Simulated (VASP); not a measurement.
The input files of a VASP run:

**KPOINTS**
```
Automatic mesh
0
Gamma
4 4 4
0 0 0
```

File POSCAR:
```
Fe
1
   -1.4350000000     1.4350000000     1.4350000000
    1.4350000000    -1.4350000000     1.4350000000
    1.4350000000     1.4350000000    -1.4350000000
Fe
1
Direct
  0.0000000000   0.0000000000   0.0000000000
```

**INCAR**
```
SYSTEM = Fe
PREC = Accurate
ENCUT = 400
EDIFF = 1E-6
NELM = 100
ALGO = Normal
LREAL = .FALSE.
LASPH = .TRUE.
ISMEAR = 0
SIGMA = 0.001
GGA = PE
LMAXMIX = 4
ISPIN = 2
MAGMOM = 2.5
LORBIT = 10
LWAVE = .FALSE.
LCHARG = .FALSE.
ISIF = 2
```

POTCAR, in this order: Fe (PBE.64 set). Program: vasp_std.

What VASP printed:

**standard output**
```
 POSCAR found type information on POSCAR Fe
 POSCAR found :  1 types and       1 ions
 Reading from existing POTCAR
 Reading from existing POTCAR
 LDA part: xc-table for (Slater+PW92), standard interpolation
 POSCAR, INCAR and KPOINTS ok, starting setup
 WAVECAR not read
 entering main loop
       N       E                     dE             d eps       ncg     rms          rms(c)
DAV:   1     0.139203940509E+02    0.13920E+02   -0.34259E+03   312   0.817E+02
DAV:   2    -0.896749267837E+01   -0.22888E+02   -0.22015E+02   314   0.119E+02
DAV:   3    -0.928512655643E+01   -0.31763E+00   -0.31742E+00   357   0.200E+01
DAV:   4    -0.928617885253E+01   -0.10523E-02   -0.10522E-02   326   0.107E+00
DAV:   5    -0.928618883125E+01   -0.99787E-05   -0.99784E-05   331   0.888E-02    0.109E+01
DAV:   6    -0.838459513443E+01    0.90159E+00   -0.14072E+01   293   0.593E+01    0.647E+00
DAV:   7    -0.822836418122E+01    0.15623E+00   -0.11848E+00   294   0.175E+01    0.333E+00
DAV:   8    -0.822494861675E+01    0.34156E-02   -0.81445E-03   302   0.129E+00    0.126E+00
DAV:   9    -0.821983627259E+01    0.51123E-02   -0.16494E-03   301   0.452E-01    0.298E-01
DAV:  10    -0.821927283313E+01    0.56344E-03   -0.18841E-03   305   0.556E-01    0.414E-02
DAV:  11    -0.821929068665E+01   -0.17854E-04   -0.81995E-05   303   0.110E-01    0.335E-02
DAV:  12    -0.821929489739E+01   -0.42107E-05   -0.63866E-06   288   0.385E-02    0.707E-03
DAV:  13    -0.821929582147E+01   -0.92408E-06   -0.56255E-07   148   0.113E-02
   1 F= -.82192958E+01 E0= -.82192898E+01  d E =-.120513E-04  mag=     2.0000
```

### OUTCAR
```
------------------------ aborting loop because EDIFF is reached ----------------------------------------
  FORCE on cell =-STRESS in cart. coord.  units (eV):
  Direction    XX          YY          ZZ          XY          YZ          ZX
  --------------------------------------------------------------------------------------
  Total       -0.8579693     -0.8579693     -0.8579693      0.0000000      0.0000000     -0.0000000
  in kB     -116.2964974   -116.2964974   -116.2964974      0.0000000      0.0000000     -0.0000000
  external PRESSURE =    -116.2964974 kB  Pullay stress =       0.0000000 kB
  volume of cell :       11.82
      direct lattice vectors                 reciprocal lattice vectors
    -1.435000000  1.435000000  1.435000000     0.000000000  0.348432056  0.348432056
     1.435000000 -1.435000000  1.435000000     0.348432056  0.000000000  0.348432056
     1.435000000  1.435000000 -1.435000000     0.348432056  0.348432056  0.000000000
 POSITION                                       TOTAL-FORCE (eV/Angst)
 -----------------------------------------------------------------------------------
      0.00000      0.00000      0.00000         0.000000     -0.000000     -0.000000
 -----------------------------------------------------------------------------------
    total drift:                               -0.000000      0.000000      0.000000
  FREE ENERGIE OF THE ION-ELECTRON SYSTEM (eV)
  ---------------------------------------------------
  free  energy   TOTEN  =        -8.2192958215 eV

  energy  without entropy=       -8.2192837702  energy(sigma->0) =       -8.21928980

 total charge

# of ion       s       p       d       tot
------------------------------------------
    1        0.482   0.465   6.258   7.204

 magnetization (x)

# of ion       s       p       d       tot
------------------------------------------
    1        0.001  -0.040   2.036   1.997
```
(Selected blocks of OUTCAR.)

**Question.** The run ends quietly. Is anything wrong with it?

**Answer.** The cause: a metal was run with a tiny SIGMA on a coarse mesh. The run ends without an error. Against the sound run, the energy per atom (σ→0) rises by 0.007 eV/atom; the pressure falls by 3.54 GPa; the cell moment decreases by 0.22 μB. To mend it, set ISMEAR = 1, set SIGMA = 0.1, correct KPOINTS.
KPOINTS:
```
Automatic mesh
0
Gamma
13 13 13
0 0 0
```
The mended run (PBE GGA, plane waves, VASP's PBE PAW potentials (set 64)) converges, and its OSZICAR ends with
```
   1 F= -.82262588E+01 E0= -.82261999E+01  d E =-.176767E-03  mag=     2.2181
```

The compound is Fe in the bcc structure. The cell was not relaxed at this level.
